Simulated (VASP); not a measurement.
Given:

```
CELL_PARAMETERS angstrom
      3.47100     0.00000     0.00000
      0.00000     3.47100     0.00000
      0.00000     0.00000     3.47100
ATOMIC_POSITIONS crystal
  Ru 0.00000 0.00000 0.00000
  Al 0.50000 0.50000 0.50000
```

The numbers are results of PBEsol GGA, VASP's PBE PAW potentials (set 64) (plane waves; VASP 6.6.1), not measurements. Numerical set-up: 400 eV cut-off, 10×10×10 Γ-centred mesh, first-order Methfessel-Paxton smearing of 0.10 eV, potentials Ru_pv Al.

Energy and stress use the plane-wave basis of the starting cell.

Problem. The ions, cell shape and volume are relaxed. Which structure does the run end with?

Solution. 
```
CELL_PARAMETERS angstrom
      2.97639     0.00000     0.00000
      0.00000     2.97639     0.00000
      0.00000     0.00000     2.97639
ATOMIC_POSITIONS crystal
  Ru 0.00000 0.00000 0.00000
  Al 0.50000 0.50000 0.50000
```
Space group Pm-3m (221), at a tolerance of 0.03 Å.

Problem. How do energy and volume change from the first to the last step?

Solution. The energy (σ→0) changes by -1329.0 meV/atom and the volume by -36.9 %, in 7 ionic steps.

```json
[
 {"step": "1", "E(σ→0) (eV)": "-12.8745", "max force (eV/Å)": "0.000", "pressure (GPa)": "-35.92", "volume (Å³)": "41.82"},
 {"step": "2", "E(σ→0) (eV)": "-13.3353", "max force (eV/Å)": "0.000", "pressure (GPa)": "132.18", "volume (Å³)": "19.38"},
 {"step": "3", "E(σ→0) (eV)": "-15.5201", "max force (eV/Å)": "0.000", "pressure (GPa)": "-5.49", "volume (Å³)": "27.07"},
 {"step": "4", "E(σ→0) (eV)": "-15.5310", "max force (eV/Å)": "0.000", "pressure (GPa)": "-1.95", "volume (Å³)": "26.61"},
 {"step": "5", "E(σ→0) (eV)": "-15.5324", "max force (eV/Å)": "0.000", "pressure (GPa)": "0.17", "volume (Å³)": "26.35"},
 {"step": "6", "E(σ→0) (eV)": "-15.5324", "max force (eV/Å)": "0.000", "pressure (GPa)": "-0.25", "volume (Å³)": "26.40"},
 {"step": "7", "E(σ→0) (eV)": "-15.5325", "max force (eV/Å)": "0.000", "pressure (GPa)": "0.02", "volume (Å³)": "26.37"}
]
```

The structure was generated: RuAl was put into the CsCl type type (Pm-3m), which need not be its known phase. This run relaxes it. Symmetry was kept, so distortions that lower it aren't found. The electron count is odd and the run is not spin-polarised, which forces a metal.
